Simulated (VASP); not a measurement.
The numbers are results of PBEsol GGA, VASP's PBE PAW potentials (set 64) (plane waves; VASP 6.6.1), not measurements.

The input files of a VASP run:

### POSCAR
```
RbCl(100) slab
4.6271310
  1.0000000807   0.0000000000   0.0000000000
  0.0000000000   1.0000000807   0.0000000000
  0.0000000000   0.0000000000   6.0523182185
Rb Cl
4 4
direct
  0.0000000000   0.5000000000   0.3250386175
  0.5000000000   0.0000000000   0.4414690766
  0.0000000000   0.5000000000   0.5585309234
  0.5000000000   0.0000000000   0.6749613825
  0.0000000000   0.5000000000   0.4413460560
  0.5000000000   0.0000000000   0.3247256138
  0.0000000000   0.5000000000   0.6752743862
  0.5000000000   0.0000000000   0.5586539440
```

INCAR:
```
SYSTEM = RbCl(100) slab
PREC = Normal
ENCUT = 400
EDIFF = 1E-6
NELM = 100
ALGO = Normal
LREAL = .FALSE.
LASPH = .TRUE.
ISMEAR = 0
SIGMA = 0.05
GGA = PS
LMAXMIX = 4
LWAVE = .FALSE.
LCHARG = .FALSE.
NELMIN = 4
LDIPOL = .TRUE.
IDIPOL = 3
DIPOL = 0.5 0.5 0.5
LVHAR = .TRUE.
LORBIT = 11
```

**KPOINTS**
```
Automatic mesh
0
G
 5 5 1
```

POTCAR, in this order: Rb_sv Cl (PBE.64 set). Program: vasp_std. Read from the step before: WAVECAR.

**Question.** Predict the energy per atom (σ→0), band gap (on the k-mesh).

**Answer.** 
```json
{
 "energy per atom (σ→0)": "-3.409 eV/atom",
 "band gap (on the k-mesh)": "4.80 eV"
}
```

File OSZICAR:
```
       N       E                     dE             d eps       ncg     rms          rms(c)
DAV:   1    -0.272733666106E+02   -0.27273E+02   -0.62402E-05   492   0.500E-02    0.867E-03
DAV:   2    -0.272733658066E+02    0.80395E-06   -0.19837E-05   482   0.181E-02    0.486E-03
DAV:   3    -0.272733644942E+02    0.13125E-05   -0.20285E-06   382   0.726E-03    0.268E-03
DAV:   4    -0.272733632595E+02    0.12347E-05   -0.22045E-06   408   0.854E-03    0.122E-03
DAV:   5    -0.272733630541E+02    0.20533E-06   -0.68875E-07   330   0.390E-03
   1 F= -.27273363E+02 E0= -.27273363E+02  d E =-.846295E-11
```

The cell is a thin slab with vacuum, built from RbCl (rock salt): (100) face.
